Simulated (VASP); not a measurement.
All values below come from LDA (Ceperley-Alder, Perdew-Zunger), VASP's LDA PAW potentials (set 64) (plane waves; VASP).

Input for VASP

File POSCAR:
```
PtAl2
1
    0.0000000000     2.9288542848     2.9288542848
    2.9288542848     0.0000000000     2.9288542848
    2.9288542848     2.9288542848     0.0000000000
Al Pt
2 1
Direct
  0.2500000000   0.2500000000   0.2500000000
  0.7500000000   0.7500000000   0.7500000000
  0.0000000000   0.0000000000   0.0000000000
```

File KPOINTS:
```
Automatic mesh
0
Gamma
10 10 10
0 0 0
```

### INCAR
```
ALGO = Normal
EDIFF = 1E-7
ENCUT = 400
ISIF = 2
ISMEAR = -5
LASPH = .TRUE.
LCHARG = .TRUE.
LEFG = .TRUE.
LMAXMIX = 6
LORBIT = 11
LREAL = .FALSE.
LWAVE = .FALSE.
NEDOS = 601
NELM = 100
PREC = Accurate
SYSTEM = PtAl2
```

POTCAR, in this order: Al Pt (LDA.64 set). Program: vasp_std.

Unless said otherwise, spin-orbit coupling is left out, though it shifts the bands of the heavy elements here.

**Question.** What does the run give for the energy per atom (σ→0), band gap (on the k-mesh)?

**Answer.** 
```yaml
energy per atom (σ→0): -6.200 eV/atom
band gap (on the k-mesh): none (metal, semimetal or under 0.01 eV)
```

**OSZICAR**
```
...
DAV:   8    -0.186001168990E+02    0.41103E-01   -0.39568E-02  1324   0.182E+00    0.262E-01
DAV:   9    -0.185999188796E+02    0.19802E-03   -0.18263E-03  1356   0.393E-01    0.166E-01
DAV:  10    -0.185999146285E+02    0.42510E-05   -0.21165E-04  1344   0.139E-01    0.186E-02
DAV:  11    -0.185999139420E+02    0.68656E-06   -0.18261E-05  1392   0.447E-02    0.770E-03
DAV:  12    -0.185999140673E+02   -0.12534E-06   -0.86165E-07  1324   0.733E-03    0.164E-03
DAV:  13    -0.185999133034E+02    0.76389E-06   -0.42002E-07  1244   0.635E-03    0.680E-04
DAV:  14    -0.185999133614E+02   -0.57957E-07   -0.10899E-08   764   0.118E-03
   1 F= -.18599913E+02 E0= -.18599913E+02  d E =0.000000E+00
```

The compound is PtAl2 in the fluorite structure. It was relaxed first.
